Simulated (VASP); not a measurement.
Level of theory: PBEsol GGA, VASP's PBE PAW potentials (set 64) (plane waves; VASP 6.6.1).

The input files of a VASP run:

### KPOINTS
```
Regular mesh
0
gamma
10 10 10
```

### INCAR
```
# general
SYSTEM  = Ba
PREC    = Accurate
ENCUT   = 480
LREAL   = .False.
LASPH   = .True.

# electronic loop
EDIFF   = 1E-7
NELM    = 100
ALGO    = Normal
LMAXMIX = 4

# smearing
ISMEAR  = 1
SIGMA   = 0.1

# functional
GGA     = PS

# ions
ISIF    = 2

# output
LWAVE   = .False.
LCHARG  = .False.
```

File POSCAR:
```
Ba
1
   -2.3740592917     2.3740592917     2.4474838059
    2.3740592917    -2.3740592917     2.4474838059
    2.3740592917     2.3740592917    -2.4474838059
Ba
1
Direct
  0.0000000000   0.0000000000   0.0000000000
```

POTCAR, in this order: Ba_sv (PBE.64 set). Program: vasp_std.

What VASP printed:

OSZICAR:
```
       N       E                     dE             d eps       ncg     rms          rms(c)
DAV:   1     0.532887377297E+02    0.53289E+02   -0.42263E+03  1836   0.866E+02
DAV:   2    -0.174037319778E+00   -0.53463E+02   -0.52534E+02  2171   0.150E+02
DAV:   3    -0.210267187226E+01   -0.19286E+01   -0.19150E+01  2344   0.323E+01
DAV:   4    -0.214485110444E+01   -0.42179E-01   -0.42151E-01  2741   0.421E+00
DAV:   5    -0.214535039848E+01   -0.49929E-03   -0.49921E-03  2569   0.321E-01    0.193E+00
DAV:   6    -0.214173822954E+01    0.36122E-02   -0.44128E-03  2682   0.701E-01    0.113E+00
DAV:   7    -0.213981961258E+01    0.19186E-02   -0.77980E-03  2541   0.929E-01    0.525E-02
DAV:   8    -0.213990876889E+01   -0.89156E-04   -0.18101E-04  2473   0.107E-01    0.102E-02
DAV:   9    -0.213991169476E+01   -0.29259E-05   -0.42465E-06  2715   0.164E-02    0.234E-03
DAV:  10    -0.213991098551E+01    0.70925E-06   -0.33719E-07  2699   0.394E-03    0.120E-03
DAV:  11    -0.213991084665E+01    0.13886E-06   -0.12198E-08  1258   0.946E-04    0.473E-04
DAV:  12    -0.213991086071E+01   -0.14064E-07   -0.52012E-09  1256   0.512E-04
   1 F= -.21399109E+01 E0= -.21396754E+01  d E =-.706365E-03
```

File OUTCAR:
```
------------------------ aborting loop because EDIFF is reached ----------------------------------------
  FORCE on cell =-STRESS in cart. coord.  units (eV):
  Direction    XX          YY          ZZ          XY          YZ          ZX
  --------------------------------------------------------------------------------------
  Total        0.2345222      0.2345222      0.1900554      0.0000000     -0.0000000      0.0000000
  in kB        6.8097567      6.8097567      5.5185854      0.0000000     -0.0000000      0.0000000
  external PRESSURE =       6.3793662 kB  Pullay stress =       0.0000000 kB
  volume of cell :       55.18
      direct lattice vectors                 reciprocal lattice vectors
    -2.374059292  2.374059292  2.447483806     0.000000000  0.210609736  0.204291444
     2.374059292 -2.374059292  2.447483806     0.210609736  0.000000000  0.204291444
     2.374059292  2.374059292 -2.447483806     0.210609736  0.210609736  0.000000000
 POSITION                                       TOTAL-FORCE (eV/Angst)
 -----------------------------------------------------------------------------------
      0.00000      0.00000      0.00000         0.000000      0.000000      0.000000
 -----------------------------------------------------------------------------------
    total drift:                                0.000000     -0.000000      0.000000
  FREE ENERGIE OF THE ION-ELECTRON SYSTEM (eV)
  ---------------------------------------------------
  free  energy   TOTEN  =        -2.1399108607 eV

  energy  without entropy=       -2.1392044960  energy(sigma->0) =       -2.13967541
```
(Selected blocks of OUTCAR.)

The compound is Ba in the bcc structure. This cell was strained or had an atom moved on purpose.
